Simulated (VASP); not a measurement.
Level of theory: PBE GGA, VASP's PBE PAW potentials (set 64) (plane waves; VASP).

Input for VASP

### INCAR
```
! general
SYSTEM =Pt
PREC   =Accurate
ENCUT  =400
LREAL  =.FALSE.   ! projection in real space or not
LASPH  =.TRUE.

! electronic loop
EDIFF  =1E-6
NELM   =100   ! most electronic steps
ALGO   =Normal   ! blocked Davidson
LMAXMIX=6   ! l cut-off of mixed one-centre charges

! smearing
ISMEAR =1   ! Methfessel-Paxton
SIGMA  =0.1

! functional
GGA    =PE

! ions
ISIF   =2

! output
LWAVE  =.FALSE.
LCHARG =.FALSE.
```

File POSCAR:
```
Pt
1
    0.0000000000     1.9600000000     1.9600000000
    1.9600000000     0.0000000000     1.9600000000
    1.9600000000     1.9600000000     0.0000000000
Pt
1
Direct
  0.0000000000   0.0000000000   0.0000000000
```

File KPOINTS:
```
Automatic mesh
0
Monkhorst-Pack
14 14 14
0 0 0
```

POTCAR, in this order: Pt (PBE.64 set). Program: vasp_std.

Output of the run:

### OSZICAR
```
       N       E                     dE             d eps       ncg     rms          rms(c)
DAV:   1     0.245767572615E+02    0.24577E+02   -0.46801E+03  5898   0.813E+02
DAV:   2    -0.620252363382E+01   -0.30779E+02   -0.29083E+02  5266   0.156E+02
DAV:   3    -0.645562542177E+01   -0.25310E+00   -0.25165E+00  6018   0.142E+01
DAV:   4    -0.645639514493E+01   -0.76972E-03   -0.76967E-03  5752   0.843E-01
DAV:   5    -0.645640035863E+01   -0.52137E-05   -0.52138E-05  5698   0.625E-02    0.130E+01
DAV:   6    -0.612381399324E+01    0.33259E+00   -0.85078E-01  5149   0.844E+00    0.688E+00
DAV:   7    -0.608389423074E+01    0.39920E-01   -0.16023E-01  5437   0.355E+00    0.253E+00
DAV:   8    -0.608037664805E+01    0.35176E-02   -0.64255E-03  5433   0.783E-01    0.504E-01
DAV:   9    -0.608021036831E+01    0.16628E-03   -0.14601E-04  5325   0.123E-01    0.155E-02
DAV:  10    -0.608021555073E+01   -0.51824E-05   -0.28366E-06  5926   0.138E-02    0.355E-03
DAV:  11    -0.608021551844E+01    0.32289E-07   -0.35660E-08  2782   0.197E-03
   1 F= -.60802155E+01 E0= -.60800145E+01  d E =-.603071E-03
```

### OUTCAR
```
------------------------ aborting loop because EDIFF is reached ----------------------------------------
  FORCE on cell =-STRESS in cart. coord.  units (eV):
  Direction    XX          YY          ZZ          XY          YZ          ZX
  --------------------------------------------------------------------------------------
  Total        0.9276401      0.9276401      0.9276401      0.0000000      0.0000000      0.0000000
  in kB       98.6942561     98.6942561     98.6942561      0.0000000      0.0000000      0.0000000
  external PRESSURE =      98.6942561 kB  Pullay stress =       0.0000000 kB
  volume of cell :       15.06
      direct lattice vectors                 reciprocal lattice vectors
     0.000000000  1.960000000  1.960000000    -0.255102041  0.255102041  0.255102041
     1.960000000  0.000000000  1.960000000     0.255102041 -0.255102041  0.255102041
     1.960000000  1.960000000  0.000000000     0.255102041  0.255102041 -0.255102041
 POSITION                                       TOTAL-FORCE (eV/Angst)
 -----------------------------------------------------------------------------------
      0.00000      0.00000      0.00000         0.000000      0.000000      0.000000
 -----------------------------------------------------------------------------------
    total drift:                                0.000000     -0.000000     -0.000000
  FREE ENERGIE OF THE ION-ELECTRON SYSTEM (eV)
  ---------------------------------------------------
  free  energy   TOTEN  =        -6.0802155184 eV

  energy  without entropy=       -6.0796124479  energy(sigma->0) =       -6.08001449
```
(Selected blocks of OUTCAR.)

The compound is Pt in the fcc structure. The cell was not relaxed at this level. The run is one of a series of settings (KPOINTS 14×14×14 Monkhorst-Pack mesh against the base run), some of them coarse on purpose.
